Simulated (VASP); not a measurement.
An input for Ansatz (written as the equivalent of a VASP run, and not itself run):

Ansatz 0.2 input:
```yaml
crystal:
  lattice:
    - [0.0000000, 2.7667798, 2.7667798]
    - [2.7667798, 0.0000000, 2.7667798]
    - [2.7667798, 2.7667798, 0.0000000]
  atoms:
    - { symbol: Ga, position: [0.0000000, 0.0000000, 0.0000000] }
    - { symbol: P, position: [0.2500000, 0.2500000, 0.2500000] }
kpoints:
  mp_grid: { grid: [8, 8, 8] }
hamiltonian:
  xc: pbe
  pseudopotentials: { kind: paw }
scf:
  occupations: { method: gaussian, width: 0.05 }
  max_iter: 100
relax:
  max_steps: 60
  f_tol: 0.01
  cell: {}
output: { forces: true, stress: true, eigenvalues: true }
```

Q: Write the VASP files for the same calculation (PBE).

A: One answer among several that fit: 
**INCAR**
```
! general
SYSTEM  = GaP
PREC    = Accurate
ENCUT   = 480
LREAL   = .False.
LASPH   = .True.

! electronic loop
EDIFF   = 1E-6
NELM    = 100
ALGO    = Normal
LMAXMIX = 4

! smearing
ISMEAR  = 0
SIGMA   = 0.05

! functional
GGA     = PE

! ions
IBRION  = 2
NSW     = 60
ISIF    = 3
EDIFFG  = -0.01

! output
LWAVE   = .False.
LCHARG  = .False.
```

File POSCAR:
```
GaP
1
    0.0000000000     2.7667798021     2.7667798021
    2.7667798021     0.0000000000     2.7667798021
    2.7667798021     2.7667798021    -0.0000000000
Ga P
1 1
Direct
  0.0000000000   0.0000000000   0.0000000000
  0.2500000000   0.2500000000   0.2500000000
```

### KPOINTS
```
Automatic mesh
0
Gamma
8 8 8
0 0 0
```

POTCAR, in this order: Ga P (PBE.64 set). Program: vasp_std.

The two are equivalent in intent, not identical: each code has its own PAW files, so the cut-off isn't converted (ENCUT is set for VASP's; basis.ecutwfc is left out, and Ansatz then takes the one that its files recommend); Ansatz stops its SCF on the density residual and VASP on the energy change (EDIFF).

The structure comes from a computed database's GaP entry (F-43m); how it stands against other phases isn't given here. It was relaxed first. The start is the result of an earlier pass.
